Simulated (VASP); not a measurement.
All values below come from LDA (Ceperley-Alder, Perdew-Zunger), VASP's LDA PAW potentials (set 64) (plane waves; VASP 6.6.1).

VASP ran on this input.

### INCAR
```
SYSTEM=NiSb
PREC=Accurate; ENCUT=500; LREAL=F
LASPH=T
EDIFF=1E-6; NELM=100; ALGO=Normal
LMAXMIX=4
ISMEAR=1; SIGMA=0.1
IBRION=2; NSW=40; ISIF=3
EDIFFG=-0.02; PSTRESS=50
LWAVE=F; LCHARG=F
```

**POSCAR**
```
NiSb
1
    1.9186340468    -3.3231718053     0.0000000000
    1.9186340468     3.3231718053     0.0000000000
    0.0000000000    -0.0000000000     4.9774929288
Ni Sb
2 2
Direct
  0.0000000000   0.0000000000   0.5000000000
  0.0000000000   0.0000000000   0.0000000000
  0.3333330000   0.6666670000   0.2500000000
  0.6666670000   0.3333330000   0.7500000000
```

### KPOINTS
```
Automatic
0
Gamma
  9 9 6
0 0 0
```

POTCAR, in this order: Ni Sb (LDA.64 set). Program: vasp_std.

What VASP printed:

**OUTCAR**
```
 ion  position               nearest neighbor table
   1  0.000  0.000  0.500-   2 2.49   2 2.49   4 2.54   3 2.54   4 2.54   3 2.54   4 2.54   3 2.54
  LATTYP: Found a hexagonal cell.
 ALAT       =     3.8372682279
 C/A-ratio  =     1.2971449044
 Subroutine PRICEL returns:
 Original cell was already a primitive cell.
 Subroutine GETGRP returns: Found 24 space group operations
The static configuration has the point symmetry D_3d.
 The point group associated with its full space group is D_6h.
The dynamic configuration has the point symmetry D_3d.
 Subroutine INISYM returns: Found 24 space group operations
 Subroutine IBZKPT returns following result:
 Found     48 irreducible k-points:

 Following reciprocal coordinates:
            Coordinates               Weight
  0.000000  0.000000  0.000000      1.000000
  0.111111 -0.000000  0.000000      6.000000
  0.222222  0.000000  0.000000      6.000000
  0.333333 -0.000000  0.000000      6.000000
  0.444444  0.000000  0.000000      6.000000
  0.111111  0.111111  0.000000      6.000000
  0.222222  0.111111  0.000000     12.000000
  0.333333  0.111111  0.000000     12.000000
  0.444444  0.111111  0.000000      6.000000
  0.222222  0.222222  0.000000      6.000000
  0.333333  0.222222  0.000000     12.000000
  0.333333  0.333333  0.000000      2.000000
  0.000000  0.000000  0.166667      2.000000
  0.111111 -0.000000  0.166667     12.000000
  0.222222  0.000000  0.166667     12.000000
  0.333333 -0.000000  0.166667     12.000000
  0.444444  0.000000  0.166667     12.000000
  0.111111  0.111111  0.166667     12.000000
  0.222222  0.111111  0.166667     24.000000
  0.333333  0.111111  0.166667     24.000000
  0.444444  0.111111  0.166667     12.000000
  0.222222  0.222222  0.166667     12.000000
  0.333333  0.222222  0.166667     24.000000
  0.333333  0.333333  0.166667      4.000000
  0.000000  0.000000  0.333333      2.000000
  0.111111 -0.000000  0.333333     12.000000
  0.222222  0.000000  0.333333     12.000000
  0.333333 -0.000000  0.333333     12.000000
  0.444444  0.000000  0.333333     12.000000
  0.111111  0.111111  0.333333     12.000000
  0.222222  0.111111  0.333333     24.000000
  0.333333  0.111111  0.333333     24.000000
  0.444444  0.111111  0.333333     12.000000
  0.222222  0.222222  0.333333     12.000000
  0.333333  0.222222  0.333333     24.000000
  0.333333  0.333333  0.333333      4.000000
  0.000000  0.000000  0.500000      1.000000
  0.111111 -0.000000  0.500000      6.000000
  0.222222  0.000000  0.500000      6.000000
  0.333333 -0.000000  0.500000      6.000000
   k-points           NKPTS =     48   k-points in BZ     NKDIM =     48   number of bands    NBANDS=     19
   number of dos      NEDOS =    301   number of ions     NIONS =      4
   total plane-waves  NPLWV =  28224
   dimension x,y,z NGX =    28 NGY =   28 NGZ =   36
   dimension x,y,z NGXF=    56 NGYF=   56 NGZF=   72
   ions per type =               2   2
   PREC   = accura    normal or accurate (medium, high low for compatibility)
   ISTART =      0    job   : 0-new  1-cont  2-samecut
   ICHARG =      2    charge: 1-file 2-atom 10-const
   ISPIN  =      1    spin polarized calculation?
   LNONCOLLINEAR =      F non collinear calculations
   LSORBIT =      F    spin-orbit coupling
   INIWAV =      1    electr: 0-lowe 1-rand  2-diag
   ENCUT  =  500.0 eV  36.75 Ry    6.06 a.u.   7.00  7.00  9.08*2*pi/ulx,y,z
   NELM   =    100;   NELMIN=  2; NELMDL= -5     # of ELM steps
   EDIFF  = 0.1E-05   stopping-criterion for ELM
   LREAL  =      F    real-space projection
   NLSPLINE    = F    spline interpolate recip. space projectors
...
```

File OSZICAR:
```
       N       E                     dE             d eps       ncg     rms          rms(c)
DAV:   1     0.171163892875E+03    0.17116E+03   -0.12305E+04  1824   0.161E+03
DAV:   2    -0.160389384412E+02   -0.18720E+03   -0.18242E+03  1836   0.326E+02
DAV:   3    -0.253618581190E+02   -0.93229E+01   -0.90655E+01  2096   0.903E+01
DAV:   4    -0.256393848255E+02   -0.27753E+00   -0.27572E+00  2056   0.147E+01
DAV:   5    -0.256479739676E+02   -0.85891E-02   -0.85862E-02  2240   0.269E+00    0.141E+01
DAV:   6    -0.273818428919E+02   -0.17339E+01   -0.31065E+01  1992   0.105E+02    0.152E+01
DAV:   7    -0.241690617614E+02    0.32128E+01   -0.12035E+01  1988   0.749E+01    0.446E+00
DAV:   8    -0.241941961486E+02   -0.25134E-01   -0.12657E+00  2337   0.890E+00    0.251E+00
DAV:   9    -0.241299262692E+02    0.64270E-01   -0.24646E-01  2034   0.906E+00    0.617E-01
DAV:  10    -0.241306089012E+02   -0.68263E-03   -0.10150E-02  1948   0.950E-01    0.437E-01
DAV:  11    -0.241299586168E+02    0.65028E-03   -0.51170E-04  2280   0.222E-01    0.148E-01
DAV:  12    -0.241297584034E+02    0.20021E-03   -0.44212E-04  2639   0.345E-01    0.217E-02
DAV:  13    -0.241297622805E+02   -0.38771E-05   -0.65510E-05  2121   0.667E-02    0.278E-02
DAV:  14    -0.241297619106E+02    0.36988E-06   -0.11037E-06  1084   0.127E-02
   1 F= -.22148942E+02 E0= -.22148983E+02  d E =-.221489E+02
```

### OUTCAR
```
------------------------ aborting loop because EDIFF is reached ----------------------------------------
  FORCE on cell =-STRESS in cart. coord.  units (eV):
  Direction    XX          YY          ZZ          XY          YZ          ZX
  --------------------------------------------------------------------------------------
  Total        1.9820981      1.9820983      2.0239620      0.0000000      0.0000000      0.0000000
  in kB       50.0322617     50.0322664     51.0889928      0.0000000      0.0000000      0.0000000
  external PRESSURE =       0.3845070 kB  Pullay stress =      50.0000000 kB
  volume of cell :       63.47
      direct lattice vectors                 reciprocal lattice vectors
     1.918634047 -3.323171805  0.000000000     0.260602068 -0.150458667  0.000000000
     1.918634047  3.323171805  0.000000000     0.260602068  0.150458667  0.000000000
     0.000000000  0.000000000  4.977492929     0.000000000  0.000000000  0.200904354
 POSITION                                       TOTAL-FORCE (eV/Angst)
 -----------------------------------------------------------------------------------
      0.00000      0.00000      2.48875        -0.000000     -0.000000     -0.000000
      0.00000      0.00000      0.00000         0.000000     -0.000000     -0.000000
      1.91863      1.10773      1.24437         0.000000      0.000000      0.000000
      1.91863     -1.10773      3.73312         0.000000     -0.000000     -0.000000
 -----------------------------------------------------------------------------------
    total drift:                                0.000000      0.000000      0.000000
  FREE ENERGIE OF THE ION-ELECTRON SYSTEM (eV)
  ---------------------------------------------------
  free  energy   TOTEN  =       -24.1297619106 eV

  energy  without entropy=      -24.1298838575  energy(sigma->0) =      -24.12980256
  enthalpy is  TOTEN    =       -22.1489419179 eV   P V=        1.9808199927

 reached required accuracy - stopping structural energy minimisation
```
(Selected blocks of OUTCAR.)

The compound is NiSb in the NiAs type structure. It was relaxed first under an external pressure of 5 GPa. The run is not spin-polarised, so no magnetic state was tried.
